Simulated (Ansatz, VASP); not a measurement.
**Two plane-wave programs on MgCd3Se4**

```xyz
8
Lattice="4.3536 0.0000 0.0000 0.0000 4.3536 0.0000 0.0000 0.0000 12.2430" Properties=species:S:1:pos:R:3 pbc="T T T"
Mg    2.1768    2.1768    6.1215
Cd    0.0000    0.0000    9.1196
Cd    2.1768    2.1768    0.0000
Cd    0.0000    0.0000    3.1234
Se    2.1768    0.0000    1.5614
Se    0.0000    2.1768    4.6911
Se    2.1768    0.0000    7.5519
Se    0.0000    2.1768   10.6816
```

Alike in both runs: functional PBE; k mesh 6 × 6 × 4; no spin polarisation.

Ansatz relaxed the structure, and its values are those at the end. VASP's run is a single point on that final structure, the one shown.

```csv
,VASP,Ansatz
version,VASP 6.6.1,Ansatz 0.2.0
potentials or method,"VASP PAW PBE potentials, release 64 (Mg, Cd, Se)","scalar-relativistic, plane waves, PAW"
plane-wave cutoff (eV),520,420
occupations,"gaussian, width 0.01 eV",fixed
valence electrons in the cell,62,134
```

VASP gave:

```
gap on the k mesh at the Fermi level (eV) : 0.91
least direct gap on the mesh (eV)         : 0.91
pressure (GPa)                            : 0.2
rms of the force components (eV/Å)        : 0.010
```

Question: Estimate Ansatz's values.

Answer: gap on the k mesh at the Fermi level (eV): 0.92; least direct gap on the mesh (eV): 0.92; pressure (GPa): 0.0; rms of the force components (eV/Å): 0.000.

The two sets of potentials don't hold the same shells in valence.

A k mesh can miss the band edges.
